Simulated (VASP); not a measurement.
Given:

```xyz
6
Lattice="4.5575 0.0000 0.0000 0.0000 4.5575 0.0000 0.0000 0.0000 3.0382" Properties=species:S:1:pos:R:3 pbc="T T T"
Mg     0.0000     0.0000     0.0000
Mg     2.2788     2.2788     1.5191
H      1.3871     1.3871     0.0000
H      3.6659     0.8916     1.5191
H      0.8916     3.6659     1.5191
H      3.1704     3.1704     0.0000
```

The numbers are results of RPBE GGA, VASP's PBE PAW potentials (set 64) (plane waves; VASP), not measurements. Settings: 520 eV cut-off, Gaussian smearing of 0.050 eV, potentials Mg H.

Q: Give the energies of bands 1 to 7 at the high-symmetry points, in eV from the valence-band maximum.

A: 
```json
[
 {"band": "1", "Γ": "-6.20", "X": "-4.63", "M": "-3.61", "Z": "-2.87", "R": "-2.17", "A": "-1.81"},
 {"band": "2", "Γ": "-1.39", "X": "-4.63", "M": "-3.61", "Z": "-2.87", "R": "-2.17", "A": "-1.81"},
 {"band": "3", "Γ": "-1.39", "X": "-0.48", "M": "-2.58", "Z": "-0.07", "R": "-1.00", "A": "-0.87"},
 {"band": "4", "Γ": "-0.41", "X": "-0.48", "M": "-2.58", "Z": "-0.07", "R": "-1.00", "A": "-0.87"},
 {"band": "5", "Γ": "4.96", "X": "5.45", "M": "8.98", "Z": "6.34", "R": "5.25", "A": "3.96"},
 {"band": "6", "Γ": "5.04", "X": "5.45", "M": "8.98", "Z": "6.34", "R": "5.25", "A": "3.96"},
 {"band": "7", "Γ": "9.16", "X": "10.07", "M": "9.15", "Z": "6.91", "R": "6.86", "A": "4.37"}
]
```

The gap is indirect, 3.85 eV, from the valence maximum at M-Γ at 0.67 to the conduction minimum at A-Z at 0.22.

The compound is MgH2 in the rutile structure. It was relaxed first.
